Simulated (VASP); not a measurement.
Set up this calculation in VASP 6.6.1, as the native input.

```yaml
Task: single point
Functional: PBE
Potentials_or_basis: VASP PAW PBE potentials, release 64 (Zr_sv, F)
Cutoff: 520 eV
k_mesh: 15 × 15 × 1
Occupations: gaussian, width 0.1 eV
Spin: no spin polarisation
Dipole_correction: yes
Further_INCAR_settings: ALGO = Fast; EDIFF = 1e-06; NBANDS = 20
```

The structure of ZrF2 lies in POSCAR:

```
ZrF2
1.0
    3.4005537694      0.0000000000      0.0000000000
   -1.7002768847      2.9449659512      0.0000000000
    0.0000000000      0.0000000000     31.2422497600
Zr F
1 2
Direct
    0.0000000000      0.0000000000      0.2880714439
    0.0000000000      0.0000000000      0.3493434809
    0.0000000000      0.0000000000      0.2267994070
```

The cell was built by a generator and needn't be a form met in nature.

One way to write it, as run:

INCAR

```
  PREC = Accurate
  ENCUT = 520
  EDIFF = 1E-6
  ISMEAR = 0
  SIGMA = 0.1
  LREAL = F
  LASPH = T
  NELM = 100
  ALGO = Fast
  ISIF = 2
  LWAVE = F
  LCHARG = T
  LDIPOL = T
  IDIPOL = 3
  DIPOL = 0.5 0.5 0.288
  GGA = PE
  LELF = T
  LVHAR = T
  LVACPOTAV = T
  NBANDS = 20
```

KPOINTS

```
regular mesh
0
Gamma
  15 15 1
```

Potentials or basis: VASP PAW PBE potentials, release 64 (Zr_sv, F).

The run is started by

```bash
$ cat potpaw_PBE.64/Zr_sv/POTCAR potpaw_PBE.64/F/POTCAR > POTCAR
$ mpirun -np 1 vasp_std > vasp.out
```

Results of the run:

```yaml
Largest_force: 0.154 eV/Å
Band_gap_on_the_k_mesh: none (metal or under the smearing width)
Work_function_of_the_upper_face: 7.98 eV
Work_function_of_the_lower_face: 7.98 eV
```

Wall time 4 min on 1 thread of Intel(R) Xeon(R) Platinum 8488C (Sapphire Rapids), on a shared host, peak memory 0.54 GiB.
